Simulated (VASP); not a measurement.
Crystal: FeCl3.

```
Fe Cl
1.0
     4.94252    0.00000    0.00000
     0.00000    4.94252    0.00000
     0.00000    0.00000    4.94252
Fe Cl
1 3
Direct
  0.00000 0.00000 0.00000
  0.50000 0.00000 0.00000
  0.00000 0.00000 0.50000
  0.00000 0.50000 0.00000
```

The cell comes from a database or a generator and needn't be the stable form of this composition.

Base run:

```yaml
Program: VASP 6.6.1
Functional: LDA
Potentials_or_basis: VASP PAW LDA potentials, release 64 (Fe, Cl)
Cutoff: 520 eV
k_mesh: 4 × 4 × 4
Occupations: gaussian, width 0.05 eV
Spin: collinear spin, typed start
Starting_moments: "[5.0, 0.0, 0.0, 0.0] μB"
Hubbard_terms: Fe d U = 7.0 eV
```

Its results: band gap on the k mesh 0.17 eV, indirect (least direct gap 0.39 eV); pressure -6.7 GPa.

Task: The run is repeated on the same cell with these changes: spin from collinear spin, typed start to no spin polarisation; further incar settings from ALGO = Normal; EDIFF = 1e-06; NBANDS = 26 to ALGO = Normal; EDIFF = 1e-06; NBANDS = 22. What comes out?

Result: Band gap on the k mesh none (metal or under the smearing width); pressure -6.5 GPa.

Caveats: a cell with one magnetic atom can't hold antiferromagnetic order, which such compounds often take (some runs); an odd number of electrons without spin polarisation forces a metal (some runs); a magnetic or distorted state may lie lower (some runs); U without spin polarisation on a metal has little footing (some runs).

A k mesh can miss the band edges.

Not every run made on this cell is shown here.
